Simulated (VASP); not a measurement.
Output of a VASP run:

OSZICAR:
```
       N       E                     dE             d eps       ncg     rms          rms(c)
DAV:   1     0.107276747658E+03    0.10728E+03   -0.98819E+03  4978   0.113E+03
DAV:   2    -0.127930429172E+02   -0.12007E+03   -0.11895E+03  6150   0.296E+02
DAV:   3    -0.150762710218E+02   -0.22832E+01   -0.22591E+01  6521   0.376E+01
DAV:   4    -0.150873938575E+02   -0.11123E-01   -0.11105E-01  5688   0.304E+00
DAV:   5    -0.150874963292E+02   -0.10247E-03   -0.10247E-03  6619   0.258E-01    0.180E+01
DAV:   6    -0.138273241282E+02    0.12602E+01   -0.13907E+01  5688   0.245E+01    0.400E+00
DAV:   7    -0.137381047504E+02    0.89219E-01   -0.13301E+00  5612   0.845E+00    0.290E+00
DAV:   8    -0.138199579908E+02   -0.81853E-01   -0.29200E-01  6479   0.282E+00    0.689E-01
DAV:   9    -0.138483277084E+02   -0.28370E-01   -0.45131E-02  6206   0.110E+00    0.487E-01
DAV:  10    -0.138731735567E+02   -0.24846E-01   -0.87564E-02  6187   0.141E+00    0.218E-01
DAV:  11    -0.138764483369E+02   -0.32748E-02   -0.10078E-02  6475   0.476E-01    0.132E-01
DAV:  12    -0.138776667091E+02   -0.12184E-02   -0.50445E-03  6164   0.346E-01    0.683E-02
DAV:  13    -0.138778818239E+02   -0.21511E-03   -0.10910E-03  6396   0.164E-01    0.201E-02
DAV:  14    -0.138779177142E+02   -0.35890E-04   -0.14756E-04  6276   0.684E-02    0.869E-03
DAV:  15    -0.138779236114E+02   -0.58971E-05   -0.19573E-05  6276   0.268E-02    0.398E-03
DAV:  16    -0.138779250239E+02   -0.14125E-05   -0.41530E-06  4741   0.115E-02    0.197E-03
DAV:  17    -0.138779251622E+02   -0.13834E-06   -0.20472E-06  3933   0.828E-03
   1 F= -.13877925E+02 E0= -.13877931E+02  d E =0.173467E-04
```

**OUTCAR**
```
------------------------ aborting loop because EDIFF is reached ----------------------------------------
  FORCE on cell =-STRESS in cart. coord.  units (eV):
  Direction    XX          YY          ZZ          XY          YZ          ZX
  --------------------------------------------------------------------------------------
  Total       -1.1016367     -1.1016367     -1.2595983      0.0000000      0.0000000      0.0000000
  in kB      -41.1243191    -41.1243191    -47.0210597      0.0000000      0.0000000      0.0000000
  external PRESSURE =     -43.0898993 kB  Pullay stress =       0.0000000 kB
  volume of cell :       42.92
      direct lattice vectors                 reciprocal lattice vectors
    -1.637100000  1.637100000  4.003500000     0.000000000  0.305418117  0.124890721
     1.637100000 -1.637100000  4.003500000     0.305418117  0.000000000  0.124890721
     1.637100000  1.637100000 -4.003500000     0.305418117  0.305418117  0.000000000
 POSITION                                       TOTAL-FORCE (eV/Angst)
 -----------------------------------------------------------------------------------
      0.00000      0.00000      5.32465         0.000000      0.000000     -0.461062
      0.00000      0.00000      2.68235        -0.000000     -0.000000      0.461062
      0.00000      0.00000      0.00000         0.000000      0.000000     -0.000000
 -----------------------------------------------------------------------------------
    total drift:                                0.000000      0.000000     -0.000000
  FREE ENERGIE OF THE ION-ELECTRON SYSTEM (eV)
  ---------------------------------------------------
  free  energy   TOTEN  =       -13.8779251622 eV

  energy  without entropy=      -13.8779425089  energy(sigma->0) =      -13.87793094

 total charge

# of ion       s       p       d       tot
------------------------------------------
    1        0.745   0.839   0.000   1.584
    2        0.745   0.839   0.000   1.584
    3        2.282   6.198   3.944  12.424
--------------------------------------------------
tot          3.773   7.875   3.944  15.592
```
(Selected blocks of OUTCAR.)

POSCAR:
```
MoSi2
1
   -1.6371000000     1.6371000000     4.0035000000
    1.6371000000    -1.6371000000     4.0035000000
    1.6371000000     1.6371000000    -4.0035000000
Si Mo
2 1
Direct
  0.6650000000   0.6650000000   0.0000000000
  0.3350000000   0.3350000000   0.0000000000
  0.0000000000   0.0000000000   0.0000000000
```

Question: Write an INCAR and KPOINTS that could have produced this output.

Answer: This is not unique; one that fits is the input of the run itself, PBE GGA + U (Dudarev), plane waves, VASP's PBE PAW potentials (set 64).

**INCAR**
```
# general
SYSTEM    = MoSi2
PREC      = Accurate
ENCUT     = 400
LREAL     = .FALSE.   # projection in real space or not
LASPH     = .TRUE.   # aspherical one-centre terms

# electronic loop
EDIFF     = 1E-6
NELM      = 100   # most electronic steps
ALGO      = Normal   # blocked Davidson
LMAXMIX   = 4

# smearing
ISMEAR    = 1
SIGMA     = 0.1   # width (eV)

# functional
GGA       = PE   # PBE

# DFT+U
LDAU      = .TRUE.
LDAUTYPE  = 2   # Dudarev
LDAUL     = -1 2
LDAUU     = 0 8.0
LDAUJ     = 0 0
LDAUPRINT = 1

# ions
ISIF      = 2   # forces and stress, cell fixed

# output
LWAVE     = .FALSE.
LCHARG    = .FALSE.
LORBIT    = 10
```

### KPOINTS
```
Automatic
0
G
  12 12 12
```

POTCAR, in this order: Si Mo_sv (PBE.64 set). Program: vasp_std.

The compound is MoSi2 in the MoSi2 type structure. The cell was not relaxed at this level. The run is one of a series of settings (LDAU = .TRUE., LDAUJ = 0 0, LDAUL = -1 2, LDAUTYPE = 2, LDAUU = 0 8.0 against the base run), some of them coarse on purpose.
